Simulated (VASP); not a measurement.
These are PBE GGA, VASP's PBE PAW potentials (set 64) (plane waves; VASP) values and carry that method's errors.

A VASP calculation is set up with these files.

File KPOINTS:
```
Automatic mesh
0
Gamma
5 5 7
0 0 0
```

POSCAR:
```
TiO2
1
    4.6515024790    -0.0000000000     0.0000000000
    0.0000000000     4.6515024790     0.0000000000
    0.0000000000     0.0000000000     2.9751980800
Ti O
2 4
Direct
  0.0000000000   0.0000000000   1.0000000000
  0.5000000000   0.5000000000   0.5000000000
  0.3044930880   0.3044930880   0.0000000000
  0.8044930880   0.1955069120   0.5000000000
  0.1955069120   0.8044930880   0.5000000000
  0.6955069120   0.6955069120   1.0000000000
```

**INCAR**
```
SYSTEM = TiO2
PREC = Accurate; ENCUT = 480; LREAL = F
LASPH = T
EDIFF = 1E-6; NELM = 100; ALGO = Normal
LMAXMIX = 4
ISMEAR = 0; SIGMA = 0.05
GGA = PE
IBRION = 2; NSW = 60; ISIF = 3
EDIFFG = -0.02
LWAVE = F; LCHARG = F
```

POTCAR, in this order: Ti O (PBE.64 set). Program: vasp_std.

Output

**OSZICAR**
```
       N       E                     dE             d eps       ncg     rms          rms(c)
DAV:   1     0.368864580744E+03    0.36886E+03   -0.13996E+04   968   0.149E+03
DAV:   2    -0.867195691386E+00   -0.36973E+03   -0.35808E+03  1236   0.361E+02
DAV:   3    -0.681168714493E+02   -0.67250E+02   -0.65366E+02  1284   0.182E+02
DAV:   4    -0.710291225522E+02   -0.29123E+01   -0.29079E+01  1204   0.424E+01
DAV:   5    -0.711128854345E+02   -0.83763E-01   -0.83750E-01  1152   0.719E+00    0.425E+01
DAV:   6    -0.543360603533E+02    0.16777E+02   -0.12268E+02  1316   0.742E+01    0.146E+01
DAV:   7    -0.535321349109E+02    0.80393E+00   -0.22778E+01  1400   0.397E+01    0.132E+01
DAV:   8    -0.533651474470E+02    0.16699E+00   -0.11585E+01  1092   0.276E+01    0.771E+00
DAV:   9    -0.528058663392E+02    0.55928E+00   -0.37424E+00  1152   0.167E+01    0.426E-01
DAV:  10    -0.528252749271E+02   -0.19409E-01   -0.20208E-01  1216   0.237E+00    0.378E-01
DAV:  11    -0.528287834996E+02   -0.35086E-02   -0.71803E-02  1464   0.184E+00    0.564E-01
DAV:  12    -0.528241552404E+02    0.46283E-02   -0.44022E-02  1412   0.158E+00    0.120E-01
DAV:  13    -0.528240104781E+02    0.14476E-03   -0.92465E-04  1312   0.238E-01    0.450E-02
DAV:  14    -0.528239834493E+02    0.27029E-04   -0.24929E-04  1480   0.106E-01    0.110E-02
DAV:  15    -0.528239817420E+02    0.17073E-05   -0.97435E-06  1064   0.296E-02    0.253E-03
DAV:  16    -0.528239818244E+02   -0.82444E-07   -0.20820E-07   684   0.416E-03
   1 F= -.52823982E+02 E0= -.52823982E+02  d E =-.528240E+02
       N       E                     dE             d eps       ncg     rms          rms(c)
DAV:   1    -0.528250851548E+02   -0.11034E-02   -0.75885E-02   960   0.238E+00    0.224E-01
DAV:   2    -0.528247450770E+02    0.34008E-03   -0.46154E-03  1240   0.656E-01    0.197E-01
DAV:   3    -0.528245282055E+02    0.21687E-03   -0.99448E-04  1260   0.260E-01    0.990E-02
DAV:   4    -0.528244123483E+02    0.11586E-03   -0.23779E-04  1232   0.145E-01    0.839E-03
DAV:   5    -0.528244152456E+02   -0.28973E-05   -0.37751E-05  1080   0.506E-02    0.716E-03
DAV:   6    -0.528244150828E+02    0.16280E-06   -0.10011E-06   616   0.102E-02
   2 F= -.52824415E+02 E0= -.52824415E+02  d E =-.433258E-03
```

OUTCAR:
```
------------------------ aborting loop because EDIFF is reached ----------------------------------------
  FORCE on cell =-STRESS in cart. coord.  units (eV):
  Direction    XX          YY          ZZ          XY          YZ          ZX
  --------------------------------------------------------------------------------------
  Total        0.1179226      0.1179226      0.0780728      0.0000000      0.0000000      0.0000000
  in kB        2.9362227      2.9362227      1.9439800      0.0000000      0.0000000      0.0000000
  external PRESSURE =       2.6054751 kB  Pullay stress =       0.0000000 kB
  volume of cell :       64.35
      direct lattice vectors                 reciprocal lattice vectors
     4.655624832 -0.000000000  0.000000000     0.214793940  0.000000000  0.000000000
     0.000000000  4.655624832  0.000000000     0.000000000  0.214793940  0.000000000
     0.000000000  0.000000000  2.968675677     0.000000000  0.000000000  0.336850538
 POSITION                                       TOTAL-FORCE (eV/Angst)
 -----------------------------------------------------------------------------------
      0.00000      0.00000      0.00000         0.000000     -0.000000      0.000000
      2.32781      2.32781      1.48434         0.000000     -0.000000      0.000000
      1.41810      1.41810      0.00000        -0.004271     -0.004271     -0.000000
      3.74591      0.90972      1.48434        -0.004271      0.004271      0.000000
      0.90972      3.74591      1.48434         0.004271     -0.004271     -0.000000
      3.23753      3.23753      0.00000         0.004271      0.004271      0.000000
 -----------------------------------------------------------------------------------
    total drift:                                0.000000     -0.000000     -0.000000
  FREE ENERGIE OF THE ION-ELECTRON SYSTEM (eV)
  ---------------------------------------------------
  free  energy   TOTEN  =       -52.8244150828 eV

  energy  without entropy=      -52.8244150828  energy(sigma->0) =      -52.82441508

 reached required accuracy - stopping structural energy minimisation
```
(Selected blocks of OUTCAR.)

### CONTCAR
```
TiO2
   1.00000000000000
     4.6556248324135803   -0.0000000000000000    0.0000000000000000
     0.0000000000000000    4.6556248324135803    0.0000000000000000
     0.0000000000000000    0.0000000000000000    2.9686756767191631
  Ti              O
     2     4
Direct
     0.0000000000000000    0.0000000000000000    0.0000000000000000
     0.5000000000000000    0.5000000000000000    0.5000000000000000
     0.3045984140320220    0.3045984140320220    0.0000000000000000
     0.8045984140320220    0.1954015859679780    0.5000000000000000
     0.1954015859679780    0.8045984140320220    0.5000000000000000
     0.6954015859679780    0.6954015859679780    0.0000000000000000
```

The compound is TiO2 in the rutile structure. This run relaxes it. Symmetry was kept, so distortions that lower it aren't found. The start is the result of an earlier pass.
